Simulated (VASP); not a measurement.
Consider the following.

```
CELL_PARAMETERS angstrom
      0.00000     2.09740     2.09740
      2.09740     0.00000     2.09740
      2.09740     2.09740     0.00000
ATOMIC_POSITIONS crystal
  Mg 0.00000 0.00000 0.00000
  O  0.52384 0.52384 0.47616
```

The numbers are results of r2SCAN meta-GGA, VASP's PBE PAW potentials (set 64) (plane waves; VASP), not measurements. Run with 600 eV cut-off, 10×10×10 Γ-centred mesh, Gaussian smearing of 0.050 eV, potentials Mg O.

Problem. Which forces act on the atoms, in eV/Å?

Solution. 
```tsv
atom	Fx	Fy	Fz
Mg1	0.000	0.000	0.628
O2	0.000	0.000	-0.628
```

Problem. Give the stress tensor in GPa (positive for a compressed cell).

Solution. 
```
-0.48   0.00   0.00
 0.00  -0.48   0.00
 0.00   0.00   3.47
```
The pressure is its mean diagonal, 0.84 GPa.

The compound is MgO in the rock salt structure. This cell was strained or had an atom moved on purpose.
